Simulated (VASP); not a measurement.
Write the native input for VASP 6.6.1 that does the following.

| Item | Value |
| --- | --- |
| Task | single point |
| Functional | PBEsol |
| Potentials or basis | VASP PAW PBE potentials, release 64 (Cs_sv, Pb_d, I, Br) |
| Cutoff | 520 eV |
| k mesh | 4 × 4 × 6 |
| Occupations | gaussian, width 0.05 eV |
| Spin | no spin polarisation |
| Dipole correction | no |
| Further INCAR settings | ALGO = Fast; EDIFF = 1e-06; NBANDS = 30 |

The structure of CsPbI2Br lies in POSCAR:

```
CsPbI2Br
1.0
    6.3752960000      0.0000000000      0.0000000000
    0.0000000000      6.3752960000      0.0000000000
    0.0000000000      0.0000000000      5.9622200000
Cs Pb I Br
1 1 2 1
Direct
    0.5000000000      0.5000000000      0.5000000000
    0.0000000000      0.0000000000      0.0000000000
    0.0000000000      0.5000000000      0.0000000000
    0.5000000000      0.0000000000      0.0000000000
    0.0000000000      0.0000000000      0.5000000000
```

The cell comes from a database or a generator and needn't be the stable form of this composition.

The input as run:

INCAR

```
PREC = Accurate ; ENCUT = 520
EDIFF = 1E-6 ; ISMEAR = 0
SIGMA = 0.05 ; LREAL = False
LASPH = True ; NELM = 100
ALGO = Fast ; ISIF = 2
LWAVE = False ; LCHARG = False
GGA = PS ; NBANDS = 30
```

KPOINTS

```
Automatic mesh
0
Gamma
  4 4 6
```

Potentials or basis: VASP PAW PBE potentials, release 64 (Cs_sv, Pb_d, I, Br).

Launch:

```sh
$ cat potpaw_PBE.64/Cs_sv/POTCAR potpaw_PBE.64/Pb_d/POTCAR potpaw_PBE.64/I/POTCAR potpaw_PBE.64/Br/POTCAR > POTCAR
$ mpirun -np 1 vasp_std > vasp.out
```

It gave:

```json
{"Pressure": "-0.8 GPa", "Band gap on the k mesh": "1.38 eV, direct"}
```

Caveat: the PAW data sets were made with another functional, which shifts forces and pressure a little; spin-orbit coupling is left out, which as a rule narrows the gap of such compounds by several tenths of an eV.

Wall time 2 min on 1 thread of Intel(R) Xeon(R) Platinum 8488C (Sapphire Rapids) (shared host), peak memory 0.45 GiB.
